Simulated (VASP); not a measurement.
OSZICAR of a VASP run on FeSe2 (space group Pnnm):

File OSZICAR:
```
       N       E                     dE             d eps       ncg     rms          rms(c)
DAV:   1     0.238282905139E+03    0.23828E+03   -0.12163E+04   448   0.907E+02
DAV:   2    -0.112496450166E+02   -0.24953E+03   -0.24094E+03   452   0.264E+02
DAV:   3    -0.356689231782E+02   -0.24419E+02   -0.22950E+02   588   0.860E+01
DAV:   4    -0.366140685681E+02   -0.94515E+00   -0.88703E+00   524   0.175E+01
DAV:   5    -0.366506895022E+02   -0.36621E-01   -0.36548E-01   560   0.293E+00    0.241E+01
DAV:   6    -0.570994693447E+02   -0.20449E+02   -0.99609E+01   512   0.114E+02    0.525E+01
DAV:   7    -0.354296694036E+02    0.21670E+02   -0.38394E+01   520   0.979E+01    0.120E+01
DAV:   8    -0.356484795089E+02   -0.21881E+00   -0.79512E+00   624   0.189E+01    0.952E+00
DAV:   9    -0.360041571836E+02   -0.35568E+00   -0.44752E-01   632   0.548E+00    0.527E+00
DAV:  10    -0.361181943187E+02   -0.11404E+00   -0.28226E-01   608   0.522E+00    0.140E+00
DAV:  11    -0.361122092025E+02    0.59851E-02   -0.47473E-02   536   0.132E+00    0.115E+00
DAV:  12    -0.361148977227E+02   -0.26885E-02   -0.52195E-03   568   0.581E-01    0.539E-01
DAV:  13    -0.361158567172E+02   -0.95899E-03   -0.29320E-03   604   0.628E-01    0.225E-01
DAV:  14    -0.361158782311E+02   -0.21514E-04   -0.39875E-04   568   0.143E-01    0.183E-01
DAV:  15    -0.361160040152E+02   -0.12578E-03   -0.13769E-04   636   0.129E-01    0.606E-02
DAV:  16    -0.361160107275E+02   -0.67122E-05   -0.44294E-05   640   0.615E-02    0.399E-02
DAV:  17    -0.361160137967E+02   -0.30692E-05   -0.74395E-06   484   0.252E-02    0.193E-02
DAV:  18    -0.361160154296E+02   -0.16329E-05   -0.18363E-06   272   0.146E-02    0.709E-03
DAV:  19    -0.361160156401E+02   -0.21058E-06   -0.58627E-07   228   0.510E-03
   1 F= -.36116016E+02 E0= -.36116016E+02  d E =-.334959E-13  mag=    -0.0001
```

Task: Which electronic solver shows in the log?

Result: It is blocked Davidson (ALGO = Normal, or the opening steps of other solvers). The INCAR had ALGO = Normal.

Task: How was spin treated?

Result: Collinear spin (ISPIN = 2): the summary line carries one mag value, 0.00 μB in the cell.

Task: Can the final energy be trusted as converged?

Result: The run converged. It stopped with EDIFF = 1E-6, NELM = 100 (PBEsol GGA, plane waves, VASP's PBE PAW potentials (set 64)).   The moments were started parallel, and other spin orders were not tried in this run.

The structure comes from a measured FeSe2 entry of the Crystallography Open Database, whose conditions weren't checked. The cell was not relaxed at this level. The k-mesh is coarse (spacing up to 1.09 per Å, 2π included), so the numbers may not be converged in it. The run is one of a series of settings (KPOINTS 2×1×2 Γ-centred mesh against the base run), some of them coarse on purpose.
